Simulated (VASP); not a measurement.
```
CELL_PARAMETERS angstrom
     -1.82353     1.82353     5.48978
      1.82353    -1.82353     5.48978
      1.82353     1.82353    -5.48978
ATOMIC_POSITIONS crystal
  Hg 0.88428 0.88428 0.00000
  Hg 0.11572 0.11572 0.00000
  F  0.68766 0.68766 0.00000
  F  0.31234 0.31234 0.00000
```

These are PBEsol GGA, VASP's PBE PAW potentials (set 64) (plane waves; VASP) values and carry that method's errors. Numerical set-up: 520 eV cut-off, Gaussian smearing of 0.050 eV, potentials Hg F.

Unless said otherwise, spin-orbit coupling is left out, though it shifts the bands of the heavy elements here.

Problem. Give the energies of bands 9 to 22 at the high-symmetry points, in eV from the valence-band maximum.

Solution. 
```
band      Γ      X      P      N      M      S      R
----  -----  -----  -----  -----  -----  -----  -----
9     -4.62  -4.01  -4.32  -4.51  -4.31  -4.71  -4.07
10    -4.30  -3.92  -4.05  -4.51  -4.17  -4.64  -3.94
11    -4.22  -3.86  -4.01  -4.16  -4.05  -4.03  -3.89
12    -4.00  -3.81  -3.86  -3.88  -3.75  -3.83  -3.81
13    -3.62  -3.27  -2.70  -3.43  -3.75  -3.59  -3.21
14    -3.60  -2.36  -2.70  -3.35  -2.60  -3.24  -2.77
15    -2.33  -2.35  -2.33  -2.15  -2.60  -2.28  -2.40
16    -2.11  -2.32  -2.29  -1.70  -2.15  -1.79  -2.26
17    -2.11  -2.28  -2.29  -1.64  -2.10  -1.61  -2.02
18    -2.11  -1.95  -1.97  -1.43  -2.10  -1.14  -1.85
19    -2.11  -0.02  -0.01  -0.21  -1.01  -0.37   0.00
20     3.73   4.43   4.38   3.35   1.44   3.67   4.33
21     6.10   5.08   5.28   4.62   8.29   3.87   5.08
22     9.77   5.47   5.28   6.36  10.07   7.21   5.54
```

The gap is indirect, 1.44 eV, from the valence maximum at R to the conduction minimum at M.

The structure comes from a computed database's HgF entry (I4/mmm); how it stands against other phases isn't given here. It was relaxed first.
